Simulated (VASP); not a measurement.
Input:

```yaml
crystal:
  lattice:
    - [0.00000, 2.72382, 2.71020]
    - [2.72382, 0.00000, 2.71020]
    - [2.72382, 2.72382, 0.00000]
  atoms:
    - { symbol: Mg, position: [0.00000, 0.00000, 0.00000] }
    - { symbol: Se, position: [0.50000, 0.50000, 0.50000] }
```

Computed with PBEsol GGA, VASP's PBE PAW potentials (set 64) (plane waves; VASP). Run with 480 eV cut-off, 8×8×8 Γ-centred mesh, Gaussian smearing of 0.050 eV, potentials Mg Se.

Task: What does the run give for the energy per atom (σ→0)?

Result: 
```
Quantity                       Result
---------------------  --------------
energy per atom (σ→0)  -4.053 eV/atom
```

The absolute energy has meaning only against runs of the same code, potentials and settings.

The compound is MgSe in the rock salt structure. This cell was strained or had an atom moved on purpose.
